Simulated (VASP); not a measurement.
# SiF (Pm-3m) in VASP: a series of runs, part 2 of 2

VASP 6.6.1. Earlier steps stand in the parts before.

## (3) Single point, HSE(alpha, omega)

POSCAR reads:

```
SiF
1.0
    3.0286000000      0.0000000000      0.0000000000
    0.0000000000      3.0286000000      0.0000000000
    0.0000000000      0.0000000000      3.0286000000
Si F
1 1
Direct
    0.5000000000      0.5000000000      0.5000000000
    0.0000000000      0.0000000000      0.0000000000
```

INCAR.step1 reads:

```
SYSTEM = SiF
PREC = Accurate ; ENCUT = 520
EDIFF = 1E-5 ; ISMEAR = -1
SIGMA = 0.05 ; LREAL = .False.
LASPH = .True. ; NELM = 100
ALGO = Normal ; ISIF = 2
LWAVE = .True. ; LCHARG = .False.
NBANDS = 12 ; GGA = PE
```

INCAR.step2 reads:

```
SYSTEM = SiF
PREC = Accurate ; ENCUT = 520
EDIFF = 1E-7 ; ISMEAR = -1
SIGMA = 0.05 ; LREAL = .False.
LASPH = .True. ; NELM = 100
ALGO = Normal ; ISIF = 2
LWAVE = .False. ; LCHARG = .False.
GGA = PE ; LHFCALC = .True.
HFSCREEN = 0.15 ; AEXX = 0.25
PRECFOCK = Fast ; NBANDS = 12
ISTART = 1
```

KPOINTS reads:

```
regular mesh
0
Gamma
  5 5 5
  0 0 0
```

Potentials or basis: VASP PAW PBE potentials, release 64 (Si, F).

Command:

```bash
$ cat potpaw_PBE.64/Si/POTCAR potpaw_PBE.64/F/POTCAR > POTCAR
$ cp INCAR.step1 INCAR
$ mpirun -np 1 vasp_std > vasp.out
$ cp INCAR.step2 INCAR
$ mpirun -np 1 vasp_std > vasp.out
```

OUTCAR:

```text
SYSTEM = SiF
   PREC = Accurate
   ENCUT = 520
   EDIFF = 1E-7
   ISMEAR = -1
   LREAL = .False.
   LASPH = .True.
   NELM = 100
   ISIF = 2
   GGA = PE
   LHFCALC = .True.
   HFSCREEN = 0.15
   AEXX = 0.25
   PRECFOCK = Fast
   ISTART = 1

 ion  position               nearest neighbor table
   1  0.500  0.500  0.500-
   2  0.000  0.000  0.000-

  LATTYP: Found a simple cubic cell.
 ALAT       =     3.0286000000

  Lattice vectors:

 A1 = (   3.0286000000,   0.0000000000,   0.0000000000)
 A2 = (   0.0000000000,   3.0286000000,   0.0000000000)
 A3 = (   0.0000000000,   0.0000000000,   3.0286000000)

Analysis of symmetry for initial positions (statically):
=====================================================================
 Subroutine PRICEL returns:
 Original cell was already a primitive cell.

 Routine SETGRP: Setting up the symmetry group for a
 simple cubic supercell.

 Subroutine GETGRP returns: Found 48 space group operations
 (whereof 48 operations were pure point group operations)
 out of a pool of 48 trial point group operations.

The static configuration has the point symmetry O_h .

Analysis of symmetry for dynamics (positions and initial velocities):
=====================================================================
 Subroutine PRICEL returns:
 Original cell was already a primitive cell.

 Routine SETGRP: Setting up the symmetry group for a
 simple cubic supercell.

 Subroutine GETGRP returns: Found 48 space group operations
 (whereof 48 operations were pure point group operations)
 out of a pool of 48 trial point group operations.

The dynamic configuration has the point symmetry O_h .

 Subroutine INISYM returns: Found 48 space group operations
 (whereof 48 operations are pure point group operations),
 and found     1 'primitive' translations

----------------------------------------------------------------------------------------

                                     Primitive cell

  volume of cell :      27.7796

  direct lattice vectors                    reciprocal lattice vectors
     3.028600000  0.000000000  0.000000000     0.330185564  0.000000000  0.000000000
     0.000000000  3.028600000  0.000000000     0.000000000  0.330185564  0.000000000
     0.000000000  0.000000000  3.028600000     0.000000000  0.000000000  0.330185564

  length of vectors
     3.028600000  3.028600000  3.028600000     0.330185564  0.330185564  0.330185564

  position of ions in fractional coordinates (direct lattice)
     0.500000000  0.500000000  0.500000000
     0.000000000  0.000000000  0.000000000

  ion indices of the primitive-cell ions
   primitive index   ion index
                 1           1
                 2           2

----------------------------------------------------------------------------------------

 KPOINTS: regular mesh

Automatic generation of k-mesh.
 Grid dimensions read from file:
 generate k-points for:    5    5    5

[... 31 lines left out ...]
   number of dos      NEDOS =    301   number of ions     NIONS =      2
   total plane-waves  NPLWV =  13824
   dimension x,y,z NGX =    24 NGY =   24 NGZ =   24
   dimension x,y,z NGXF=    48 NGYF=   48 NGZF=   48
   ions per type =               1   1
   NGX,Y,Z   is equivalent  to a cutoff of  13.17, 13.17, 13.17 a.u.
   NGXF,Y,Z  is equivalent  to a cutoff of  26.35, 26.35, 26.35 a.u.
 SYSTEM =  SiF
   PREC   = accura    normal or accurate (medium, high low for compatibility)
   ISTART =      1    job   : 0-new  1-cont  2-samecut
   ICHARG =      0    charge: 1-file 2-atom 10-const
   ISPIN  =      1    spin polarized calculation?
   LNONCOLLINEAR =      F non collinear calculations
   LSORBIT =      F    spin-orbit coupling
   LASPH  =      T    aspherical Exc in radial PAW
   ENCUT  =  520.0 eV  38.22 Ry    6.18 a.u.   5.63  5.63  5.63*2*pi/ulx,y,z
   NELM   =    100;   NELMIN=  2; NELMDL=  0     # of ELM steps
   EDIFF  = 0.1E-06   stopping-criterion for ELM
   LREAL  =      F    real-space projection
   EDIFFG = 0.1E-05   stopping-criterion for IOM
   NSW    =      0    number of steps for IOM
   IBRION =     -1    ionic relax: 0-MD 1-quasi-New 2-CG
   NFREE  =      0    steps in history (QN), initial steepest desc. (CG)
   ISIF   =      2    stress and relaxation
   ISYM   =      3    0-nonsym 1-usesym 2-fastsym
   POTIM  = 0.5000    time-step for ionic-motion
   TEBEG  =    0.0;   TEEND  =   0.0 temperature during run
   PSTRESS=    0.0 pullay stress
   NELECT =      11.0000    total number of electrons
   NUPDOWN=      -1.0000    fix difference up-down
   EMIN   =  10.00;   EMAX   =-10.00  energy-range for DOS
   EFERMI =   0.00;   METHOD = LEGACY
   ISMEAR =    -1;   SIGMA  =   0.05  broadening in eV -4-tet -1-fermi 0-gaus
   EFERMI_NEDOS =   21; number of points for ismear=-14 and -15
   IALGO  =     38    algorithm
   IMIX   =      1    mixing-type and parameters
     AMIX     =   0.40;   BMIX     =  1.00
     AMIX_MAG =   1.60;   BMIX_MAG =  1.00
  volume/ion in A,a.u.               =      13.89        93.73
  Fermi-wavevector in a.u.,A,eV,Ry     =   1.202164  2.271761 19.663124  1.445199
  Thomas-Fermi vector in A             =   2.337953
   LORBIT       =      0    0 simple, 1 ext, 2 COOP (PROOUT), +10 PAW based schemes
   GGA     = PE    functional components
   LHFCALC =     T    Hartree Fock is set to
   PRECFOCK=fast      Normal, Fast or Accurate (Low or Medium for compatibility)
   ENCUT4O =  -1.0   cutoff for four orbital integrals eV
   NKREDX  =     1    reduce k-point grid by
   NKREDY  =     1    reduce k-point grid by
   NKREDZ  =     1    reduce k-point grid by
   AEXX    =    0.2500 exact exchange contribution
   HFSCREEN=    0.1500 screening length (either q_TF or 0.3 A-1)
   HFSCREENC=   0.1500 screening length for correlation (either q_TF or 0.3 A-1)
   ENCUTFOCK=  -1.0 apply spherical cutoff to Coloumb kernel
   IVDW    =     0    specifies the selected vdW correction
   LEPSILON=     F    determine dielectric tensor
   LRPA    =     F    only Hartree local field effects (RPA)
 non-spin polarized calculation
  energy-cutoff  :      520.00
  volume of cell :       27.78
 maximum number of plane-waves:       752
 NGX is ok and might be reduce to    24
  NGX = 14; NGY = 14; NGZ = 14

 number of electron      11.0000013 magnetization

 Free energy of the ion-electron system (eV)
  ---------------------------------------------------
  ext. energy  EPLUGINS =         0.00000000
  ---------------------------------------------------
  free energy    TOTEN  =        -9.85931065 eV

  energy without entropy =       -9.84596322  energy(sigma->0) =       -9.85263693

 E-fermi :   5.5256     XC(G=0):  -8.4170

 val. band max:        5.4813449758   @ k =   0.4000   0.2000   0.2000
 cond. band min:       6.1647184230   @ k =   0.4000   0.4000   0.2000
 fundamental gap:      0.6833734472
 Fermi energy:         5.5255947691

 k-point     1 :       0.0000    0.0000    0.0000
  band No.  band energies     occupation
      1     -21.5071      2.00000
      2      -4.6836      2.00000
      3      -0.9517      2.00000
      4      -0.9517      2.00000
      5      -0.9517      2.00000
      6      11.7515      0.00000
      7      11.7515      0.00000
      8      11.7515      0.00000
      9      12.2755      0.00000
     10      12.2755      0.00000
     11      22.8200      0.00000
     12      23.9794      0.00000
[... 121 lines left out ...]
 k-point    10 :       0.4000    0.4000    0.4000
  band No.  band energies     occupation
      1     -20.9850      2.00000
      2      -2.3616      2.00000
      3      -1.8529      2.00000
      4      -1.8529      2.00000
      5       1.1865      2.00000
      6       5.3527      1.93892
      7       5.3527      1.93892
      8       7.0726      0.00000
      9      15.5332      0.00000
     10      16.1196      0.00000
     11      16.1196      0.00000
     12      27.2099      0.00000

------------------------ aborting loop because EDIFF is reached ----------------------------------------

  FORCE on cell =-STRESS in cart. coord.  units (eV):
  Direction    XX          YY          ZZ          XY          YZ          ZX
  --------------------------------------------------------------------------------------
  -------------------------------------------------------------------------------------
  Total       -0.3689164     -0.3689164     -0.3689164      0.0000000     -0.0000000      0.0000000
  in kB      -21.2771154    -21.2771154    -21.2771154      0.0000000     -0.0000000      0.0000000
  external PRESSURE =     -21.2771154 kB  Pullay stress =       0.0000000 kB

 VOLUME and BASIS-vectors are now :
 -----------------------------------------------------------------------------
  energy-cutoff  :      520.00
  volume of cell :       27.78
      direct lattice vectors                 reciprocal lattice vectors
     3.028600000  0.000000000  0.000000000     0.330185564  0.000000000  0.000000000
     0.000000000  3.028600000  0.000000000     0.000000000  0.330185564  0.000000000
     0.000000000  0.000000000  3.028600000     0.000000000  0.000000000  0.330185564

 POSITION                                       TOTAL-FORCE (eV/Angst)
 -----------------------------------------------------------------------------------
      1.51430      1.51430      1.51430         0.000000      0.000000      0.000000
      0.00000      0.00000      0.00000         0.000000      0.000000      0.000000
 -----------------------------------------------------------------------------------
    total drift:                                0.000000      0.000000      0.000000

  FREE ENERGIE OF THE ION-ELECTRON SYSTEM (eV)
  ---------------------------------------------------
  free  energy   TOTEN  =        -9.8593106504 eV

  energy  without entropy=       -9.8459632184  energy(sigma->0) =       -9.85263693
```

Wall time 68 s (1 thread of AMD EPYC 9R45 (Zen 5), shared host); peak memory 0.2 GiB.

What came out:

| Quantity | Value |
| --- | --- |
| Free energy | -9.8593 eV |
| Pressure | -2.1 GPa |
| Band gap on the k mesh | none (metal or under the smearing width) |

Levels at points of the mesh, in eV from the Fermi level:
```tsv
k point	band 3	band 4	band 5	band 6	band 7	band 8
(0.00, 0.00, 0.00)	-6.48	-6.48	-6.48	6.23	6.23	6.23
```

Caveat: the k mesh is coarse (spacing up to 0.41 Å⁻¹), so the values aren't converged, least of all with exact exchange; the PAW data sets were made with another functional, which shifts forces and pressure a little; an odd number of electrons without spin polarisation forces a metal; a magnetic or distorted state may lie lower.

## (4) Single point, HSE(alpha, omega)

POSCAR is that of step 3.

INCAR.step1 is that of step 3.

INCAR.step2: that of step 3 with these lines changed.

```diff
@@ -8,3 +8,3 @@
 GGA = PE ; LHFCALC = .True.
-HFSCREEN = 0.15 ; AEXX = 0.25
+HFSCREEN = 0.2 ; AEXX = 0.25
 PRECFOCK = Fast ; NBANDS = 12
```

KPOINTS is that of step 3.

Command:

```bash
$ cat potpaw_PBE.64/Si/POTCAR potpaw_PBE.64/F/POTCAR > POTCAR
$ cp INCAR.step1 INCAR
$ mpirun -np 1 vasp_std > vasp.out
$ cp INCAR.step2 INCAR
$ mpirun -np 1 vasp_std > vasp.out
```

Wall time 67 s (1 thread of AMD EPYC 9R45 (Zen 5), shared host); peak memory 0.2 GiB.

Results (log left out):

- Free energy: -9.6860 eV
- Pressure: -1.9 GPa
- Band gap on the k mesh: none (metal or under the smearing width)

Levels at points of the mesh, in eV from the Fermi level:
| k point | band 3 | band 4 | band 5 | band 6 | band 7 | band 8 |
| --- | --- | --- | --- | --- | --- | --- |
| (0.00, 0.00, 0.00) | -6.40 | -6.40 | -6.40 | 6.12 | 6.12 | 6.12 |

Caveat: the k mesh is coarse (spacing up to 0.41 Å⁻¹), so the values aren't converged, least of all with exact exchange; the PAW data sets were made with another functional, which shifts forces and pressure a little; an odd number of electrons without spin polarisation forces a metal; a magnetic or distorted state may lie lower.

## (5) For comparison

An earlier run on the cell as given: functional PBE; potentials or basis VASP PAW PBE potentials, release 64 (Si, F); cutoff 520 eV; k mesh 9 × 9 × 9; occupations fermi-dirac, width 0.05 eV; no spin polarisation.

* Pressure: 0.0 GPa
* Band gap on the k mesh: none (metal or under the smearing width)

## (6) Overview

| level | k mesh | screening parameter | grid for exact exchange (PRECFOCK) | mesh quality | gap on the mesh (eV) | pressure (GPa) |
| --- | --- | --- | --- | --- | --- | --- |
| HSE(alpha, omega) | 5 × 5 × 5 | 0.1 | Fast | coarse | none | -2.3 |
| HSE(alpha, omega) | 5 × 5 × 5 | 0.15 | Fast | coarse | none | -2.1 |
| HSE(alpha, omega) | 5 × 5 × 5 | 0.2 | Fast | coarse | none | -1.9 |
| PBE | 9 × 9 × 9 | - | - | not flagged | none | 0.0 |

Alike in all rows: task single point; potentials or basis VASP PAW PBE potentials, release 64 (Si, F); no spin polarisation; cell as given; cutoff (eV) 520; smearing fermi-dirac 0.05 eV.

Caveats: some runs use coarse meshes; an odd number of electrons without spin polarisation forces a metal; a magnetic or distorted state may lie lower; the PAW data sets were made with another functional, which shifts forces and pressure a little (some runs).

Absolute energies hang on the potentials; compare differences alone.
